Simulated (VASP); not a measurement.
The system is TiN.

```xyz
2
Lattice="0.0000 2.1190 2.1190 2.1190 0.0000 2.1190 2.1190 2.1190 0.0000" Properties=species:S:1:pos:R:3 pbc="T T T"
Ti    0.0000    0.0000    0.0000
N     2.1190    2.1190    2.1190
```

```yaml
Program: VASP 6.6.1
Task: relaxation of cell and atoms
Functional: PBE
Potentials_or_basis: VASP PAW PBE potentials, release 64 (Ti_sv, N)
Cutoff: 520 eV
k_mesh: 12 × 12 × 12
Occupations: gaussian, width 1 eV
Spin: no spin polarisation
```

At the start: pressure 4.8 GPa; volume 9.51 Å³/atom.

Question: How do energy, volume and symmetry change on relaxing?

Answer: Over 16 steps the energy falls by 2.5 meV/atom and the volume is 9.68 Å³/atom (+1.8 %); space group Fm-3m (No. 225, to 0.05 Å).

The path:
```
step  energy change (eV)  largest force (eV/Å)  pressure (GPa)  volume (Å³)
   1              0.0000                0.0000            4.80        19.03
   2              0.0036                0.0000           -5.85        19.83
   3             -0.0050                0.0000           -0.05        19.37
   4             -0.0050                0.0000            0.07        19.36
   5             -0.0050                0.0000            0.07        19.36
   6             -0.0050                0.0000            0.08        19.36
   7             -0.0050                0.0000            0.07        19.36
   8             -0.0050                0.0000            0.07        19.36
   9             -0.0050                0.0000            0.07        19.36
  10             -0.0050                0.0000            0.07        19.36
  11             -0.0050                0.0000            0.07        19.36
  12             -0.0050                0.0000            0.07        19.36
  13             -0.0050                0.0000            0.07        19.36
  14             -0.0050                0.0000            0.07        19.36
  15             -0.0050                0.0000            0.04        19.37
  16             -0.0050                0.0000            0.01        19.37
```

Final structure:
```cif
data_structure
_symmetry_space_group_name_H-M 'P 1'
_symmetry_Int_Tables_number 1
_cell_length_a 3.0144
_cell_length_b 3.0144
_cell_length_c 3.0144
_cell_angle_alpha 60.000
_cell_angle_beta 60.000
_cell_angle_gamma 60.000
_cell_volume 19.37
loop_
_atom_site_label
_atom_site_type_symbol
_atom_site_fract_x
_atom_site_fract_y
_atom_site_fract_z
_atom_site_occupancy
Ti1 Ti 0.00000 0.00000 0.00000 1
N1 N 0.50000 0.50000 0.50000 1
```
